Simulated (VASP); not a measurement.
Data:

```
CELL_PARAMETERS angstrom
      3.54019     0.00000     0.00000
      0.00000     3.54019     0.00000
      0.00000     0.00000     3.54019
ATOMIC_POSITIONS crystal
  Fe 0.00000 0.00000 0.00000
  Ni 0.00000 0.50000 0.50000
  Ni 0.50000 0.00000 0.50000
  Ni 0.50000 0.50000 0.00000
```
Starting moments (μB, in the order of the record's atoms Fe Ni Ni Ni): 2.9 0.7 0.7 0.7.

Level of theory: TPSS meta-GGA, VASP's PBE PAW potentials (set 64) (plane waves; VASP). Settings: 520 eV cut-off, 9×9×9 Γ-centred mesh, first-order Methfessel-Paxton smearing of 0.10 eV, potentials Fe Ni.

Problem. Predict the cell moment, energy per atom (σ→0), pressure, band gap (on the k-mesh) with the smallest direct gap where there is one.

Solution. 
| Property | Value |
|---|---|
| band gap (on the k-mesh) | none (metal, semimetal or under 0.01 eV) |
| cell moment | 4.98 μB |
| energy per atom (σ→0) | -14.044 eV/atom |
| pressure | -5.77 GPa |

Problem. Give the moment on each site (PAW-sphere projection).

Solution. 
| site | moment (μB) |
|---|---|
| Fe1 | 2.95 |
| Ni2 | 0.68 |
| Ni3 | 0.68 |
| Ni4 | 0.68 |

The absolute energy has meaning only against runs of the same code, potentials and settings.

The compound is Ni3Fe in the L1_2 structure. This cell is one point of a volume scan, at 1.03 of the reference volume.
